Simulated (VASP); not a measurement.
The input files of a VASP run:

### POSCAR
```
SnO
1
    3.8137000000     0.0000000000     0.0000000000
    0.0000000000     3.8137000000     0.0000000000
    0.0000000000     0.0000000000     4.8869100000
Sn O
2 2
Direct
  0.0000000000   0.5000000000   0.2353700000
  0.5000000000   0.0000000000   0.7646300000
  0.5000000000   0.5000000000   0.0000000000
  0.0000000000   0.0000000000   0.0000000000
```

INCAR:
```
SYSTEM = SnO
PREC = Normal
ENCUT = 500
EDIFF = 1E-8
NELM = 100
ALGO = Normal
LREAL = .FALSE.
LASPH = .TRUE.
ISMEAR = 0
SIGMA = 0.01
GGA = PE
LWAVE = .TRUE.
LCHARG = .FALSE.
```

### KPOINTS
```
Automatic mesh
0
Gamma
5 5 4
0 0 0
```

POTCAR, in this order: Sn_d_GW O_GW_new (PBE.64 set). Program: vasp_std.

### Question
Translate this PBE calculation to Quantum ESPRESSO's pw.x.

### Answer
One equivalent input (not run):
```
&CONTROL
  calculation = 'scf'
  pseudo_dir = './pseudo'
  outdir = './out'
  tprnfor = .true.
  tstress = .true.
/
&SYSTEM
  ibrav = 0
  nat = 4
  ntyp = 2
  ecutwfc = 84
  occupations = 'smearing'
  smearing = 'gaussian'
  degauss = 0.000735
  input_dft = 'pbe'
/
&ELECTRONS
  conv_thr = 7.3e-10
  electron_maxstep = 100
/
ATOMIC_SPECIES
  Sn 118.710 Sn.upf
  O 15.999 O.upf
CELL_PARAMETERS angstrom
     3.8137000    0.0000000    0.0000000
     0.0000000    3.8137000    0.0000000
     0.0000000    0.0000000    4.8869100
ATOMIC_POSITIONS crystal
  Sn   0.0000000  0.5000000  0.2353700
  Sn   0.5000000  0.0000000  0.7646300
  O    0.5000000  0.5000000  0.0000000
  O    0.0000000  0.0000000  0.0000000
K_POINTS automatic
  5 5 4 0 0 0
```
What does not carry over: the potentials are each code's own (VASP's PAW set, PseudoDojo norm-conserving files in pw.x), so ENCUT and ecutwfc are chosen apart and not converted; conv_thr bounds pw.x's estimated SCF error, while EDIFF bounds the energy change between steps.

The structure comes from a computed database's SnO entry (P4/nmm); how it stands against other phases isn't given here. The cell was not relaxed at this level.
